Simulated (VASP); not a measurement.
CdSe:

```
Cd Se
1.0
     0.00000    3.06778    3.06778
     3.06778    0.00000    3.06778
     3.06778    3.06778    0.00000
Cd Se
1 1
Cartesian
  0.0000 0.0000 0.0000
  1.5339 1.5339 1.5339
```

The cell was built by a generator and needn't be a form met in nature.

Base run:

* Program: VASP 6.6.1
* Functional: PBE
* Potentials or basis: VASP PAW PBE potentials, release 64 (Cd, Se)
* Cutoff: 520 eV
* k mesh: 6 × 6 × 6
* Occupations: gaussian, width 0.01 eV
* Spin: no spin polarisation

Its results: band gap on the k mesh 0.55 eV, direct; pressure 1.7 GPa.

Task: The run is repeated on the same cell with these changes: functional from PBE to HSE06. What comes out?

Result: Band gap on the k mesh 1.49 eV, direct; pressure 0.4 GPa.

HSE06 gives the wider gap, since exact exchange removes part of the self-interaction.

Caveats: the PAW data sets were made with another functional, which shifts forces and pressure a little (some runs).

A k mesh can miss the band edges.

Not every run made on this cell is shown here.
